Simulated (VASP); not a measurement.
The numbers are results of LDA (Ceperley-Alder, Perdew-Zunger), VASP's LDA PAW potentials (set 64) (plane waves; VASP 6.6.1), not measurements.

VASP input:

INCAR:
```
SYSTEM  =  InAs
PREC  =  Accurate; ENCUT  =  500; LREAL  =  F
LASPH  =  T
EDIFF  =  1E-6; NELM  =  100; ALGO  =  Normal
LMAXMIX  =  4
ISMEAR  =  1; SIGMA  =  0.1
IBRION  =  2; NSW  =  40; ISIF  =  3
EDIFFG  =  -0.02; PSTRESS  =  50
LWAVE  =  F; LCHARG  =  F
```

### KPOINTS
```
Automatic mesh
0
Gamma
11 11 11
0 0 0
```

**POSCAR**
```
InAs
1.0
  0.0000000000   3.0159854660   3.0159854660
  3.0159854660   0.0000000000   3.0159854660
  3.0159854660   3.0159854660   0.0000000000
In As
1 1
Direct
  0.0000000000   0.0000000000   0.0000000000
  0.2500000000   0.2500000000   0.2500000000
```

POTCAR, in this order: In_d As (LDA.64 set). Program: vasp_std.

Output

### OSZICAR
```
       N       E                     dE             d eps       ncg     rms          rms(c)
DAV:   1     0.111668447270E+03    0.11167E+03   -0.82612E+03  1461   0.145E+03
DAV:   2    -0.102364331888E+01   -0.11269E+03   -0.10967E+03  1521   0.325E+02
DAV:   3    -0.912004762084E+01   -0.80964E+01   -0.80214E+01  1901   0.914E+01
DAV:   4    -0.933567902171E+01   -0.21563E+00   -0.21550E+00  1617   0.166E+01
DAV:   5    -0.934582453646E+01   -0.10146E-01   -0.10145E-01  2176   0.324E+00    0.475E+00
DAV:   6    -0.907191682897E+01    0.27391E+00   -0.44758E-01  2173   0.129E+01    0.265E+00
DAV:   7    -0.903312580241E+01    0.38791E-01   -0.13474E-01  1979   0.361E+00    0.667E-01
DAV:   8    -0.902965504740E+01    0.34708E-02   -0.12286E-02  1847   0.161E+00    0.253E-01
DAV:   9    -0.902949008974E+01    0.16496E-03   -0.96832E-04  1786   0.377E-01    0.137E-01
DAV:  10    -0.902951591967E+01   -0.25830E-04   -0.10904E-04  2289   0.158E-01    0.818E-02
DAV:  11    -0.902952088001E+01   -0.49603E-05   -0.45313E-05  2182   0.141E-01    0.901E-02
DAV:  12    -0.902951700286E+01    0.38772E-05   -0.86612E-06  1682   0.392E-02    0.115E-02
DAV:  13    -0.902951700031E+01    0.25402E-08   -0.91507E-07   976   0.672E-03
   1 F= -.73172277E+01 E0= -.73172854E+01  d E =-.731723E+01
       N       E                     dE             d eps       ncg     rms          rms(c)
DAV:   1    -0.117428621917E+02   -0.27133E+01   -0.61212E+01  1871   0.155E+02    0.129E+01
DAV:   2    -0.914566051945E+01    0.25972E+01   -0.68397E+00  1791   0.858E+01    0.327E+00
DAV:   3    -0.886094321419E+01    0.28472E+00   -0.74487E-01  1906   0.201E+01    0.268E+00
DAV:   4    -0.884758206988E+01    0.13361E-01   -0.49761E-02  1610   0.200E+00    0.158E+00
DAV:   5    -0.884346332837E+01    0.41187E-02   -0.64222E-03  1960   0.160E+00    0.447E-01
DAV:   6    -0.884340088962E+01    0.62439E-04   -0.12824E-03  2229   0.491E-01    0.120E-01
DAV:   7    -0.884339966844E+01    0.12212E-05   -0.10589E-04  1858   0.922E-02    0.320E-02
DAV:   8    -0.884339966567E+01    0.27715E-08   -0.37526E-06  1556   0.185E-02
   2 F= -.73356813E+01 E0= -.73356985E+01  d E =-.184537E-01
       N       E                     dE             d eps       ncg     rms          rms(c)
DAV:   1    -0.950038727281E+01   -0.65699E+00   -0.13987E+01  1861   0.925E+01    0.449E+00
DAV:   2    -0.905831533910E+01    0.44207E+00   -0.90607E-01  1821   0.240E+01    0.171E+00
DAV:   3    -0.897826042516E+01    0.80055E-01   -0.26433E-01  1906   0.123E+01    0.934E-01
DAV:   4    -0.897809896150E+01    0.16146E-03   -0.12405E-02  1491   0.123E+00    0.702E-01
DAV:   5    -0.897616199373E+01    0.19370E-02   -0.12677E-03  1874   0.405E-01    0.356E-01
DAV:   6    -0.897583948485E+01    0.32251E-03   -0.38733E-04  2118   0.243E-01    0.552E-02
DAV:   7    -0.897583887204E+01    0.61281E-06   -0.57344E-05  1871   0.172E-01    0.158E-02
DAV:   8    -0.897583673751E+01    0.21345E-05   -0.15304E-05  1781   0.946E-02    0.195E-03
DAV:   9    -0.897583664372E+01    0.93792E-07   -0.70332E-07   843   0.191E-02
   3 F= -.73797062E+01 E0= -.73797618E+01  d E =-.624785E-01
```

### OUTCAR
```
------------------------ aborting loop because EDIFF is reached ----------------------------------------
  FORCE on cell =-STRESS in cart. coord.  units (eV):
  Direction    XX          YY          ZZ          XY          YZ          ZX
  --------------------------------------------------------------------------------------
  Total        1.5805450      1.5805450      1.5805450      0.0000000      0.0000000      0.0000000
  in kB       49.5117725     49.5117725     49.5117725      0.0000000      0.0000000      0.0000000
  external PRESSURE =      -0.4882275 kB  Pullay stress =      50.0000000 kB
  volume of cell :       51.15
      direct lattice vectors                 reciprocal lattice vectors
     0.000000000  2.946182586  2.946182586    -0.169711138  0.169711138  0.169711138
     2.946182586  0.000000000  2.946182586     0.169711138 -0.169711138  0.169711138
     2.946182586  2.946182586  0.000000000     0.169711138  0.169711138 -0.169711138
  FREE ENERGIE OF THE ION-ELECTRON SYSTEM (eV)
  ---------------------------------------------------
  free  energy   TOTEN  =        -8.9758366437 eV

  energy  without entropy=       -8.9760036857  energy(sigma->0) =       -8.97589232
  enthalpy is  TOTEN    =        -7.3797061601 eV   P V=        1.5961304836

 reached required accuracy - stopping structural energy minimisation
```
(Selected blocks of OUTCAR.)

File CONTCAR:
```
InAs
   1.00000000000000
     0.0000000000000000    2.9461825855826094    2.9461825855826094
     2.9461825855826094    0.0000000000000000    2.9461825855826094
     2.9461825855826094    2.9461825855826094    0.0000000000000000
  In              As
     1     1
Direct
     0.0000000000000000    0.0000000000000000    0.0000000000000000
     0.2500000000000000    0.2500000000000000    0.2500000000000000
```

Energy and stress use the plane-wave basis of the starting cell.

The compound is InAs in the zinc blende structure. This run relaxes it under an external pressure of 5 GPa. Symmetry was kept, so distortions that lower it aren't found.
